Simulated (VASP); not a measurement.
Given:

Space group F-43m (No. 216); a = 6.186 Å, b = 6.186 Å, c = 6.186 Å, α = 90.00°, β = 90.00°, γ = 90.00°

```
atom  site  symmetry       x       y       z
----  ----  --------  ------  ------  ------
In      4a      -43m  0.0000  0.0000  0.0000
As      4d      -43m  0.7500  0.7500  0.7500
```
(The calculation used a cell of 2 atoms; values per cell refer to that cell.)

Level of theory: PBE GGA, VASP's PBE PAW potentials (set 64) (plane waves; VASP). Settings: 480 eV cut-off, 10×10×10 Γ-centred mesh, first-order Methfessel-Paxton smearing of 0.10 eV, potentials In_d As.

Each relaxation starts from this cell; other phases were not tried.

The cell is relaxed at 2 GPa. What happens?

The volume per atom goes from 29.59 to 28.53 Å³ (-3.6 %), and the cell becomes a = b = c = 6.111 Å, α = β = γ = 90.00°, space group F-43m.

The cell is relaxed at 15 GPa. What happens?

The volume per atom goes from 29.59 to 24.38 Å³ (-17.6 %), and the cell becomes a = b = c = 5.799 Å, α = β = γ = 90.00°, space group F-43m.

Failed runs are left out, and for metals the shear rows, which the mesh's noise covers.

The compound is InAs in the zinc blende structure.
